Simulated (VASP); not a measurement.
Calculation: PBE GGA with D4 dispersion, VASP's PBE PAW potentials (set 64) (plane waves; VASP).

A VASP calculation is set up with these files.

**INCAR**
```
# general
SYSTEM = AlN
PREC   = Accurate
ENCUT  = 520
LREAL  = F
LASPH  = T
ICHARG = 11

# electronic loop
EDIFF  = 1E-7
NELM   = 100
ALGO   = Normal

# smearing
ISMEAR = 0
SIGMA  = 0.05

# functional
GGA    = PE
IVDW   = 13

# output
LWAVE  = F
LCHARG = F
LORBIT = 11
```

File KPOINTS:
```
k-points along high-symmetry lines
10
Line-mode
Reciprocal
  0.000000   0.000000   0.000000 ! GAMMA
  0.000000   0.500000   0.000000 ! M

  0.000000   0.500000   0.000000 ! M
 -0.333333   0.666667   0.000000 ! K

 -0.333333   0.666667   0.000000 ! K
  0.000000   0.000000   0.000000 ! GAMMA

  0.000000   0.000000   0.000000 ! GAMMA
  0.000000   0.000000   0.500000 ! A

  0.000000   0.000000   0.500000 ! A
  0.000000   0.500000   0.500000 ! L

  0.000000   0.500000   0.500000 ! L
 -0.333333   0.666667   0.500000 ! H

 -0.333333   0.666667   0.500000 ! H
  0.000000   0.000000   0.500000 ! A

  0.000000   0.500000   0.500000 ! L
  0.000000   0.500000   0.000000 ! M

 -0.333333   0.666667   0.500000 ! H
 -0.333333   0.666667   0.000000 ! K
```

File POSCAR:
```
AlN
1
    1.5529125568    -2.6897234423     0.0000000000
    1.5529125568     2.6897234423     0.0000000000
    0.0000000000     0.0000000000     4.9732953090
Al N
2 2
Direct
  0.6666670000   0.3333330000   0.5000463799
  0.3333330000   0.6666670000   0.0000463799
  0.6666670000   0.3333330000   0.8819536201
  0.3333330000   0.6666670000   0.3819536201
```

POTCAR, in this order: Al N (PBE.64 set). Program: vasp_std. Read from the step before: CHGCAR.

Q: What will the output report for the number of irreducible k-points (NKPTS), largest plane-wave count, number of space-group operations, FFT grid (NGX, NGY, NGZ)?

A: 
```
Item                                           Value
--------------------------------------  ------------
number of irreducible k-points (NKPTS)            90
largest plane-wave count                        1136
number of space-group operations                  12
FFT grid (NGX, NGY, NGZ)                24 × 24 × 40
```

The compound is AlN in the wurtzite structure. It was relaxed first.
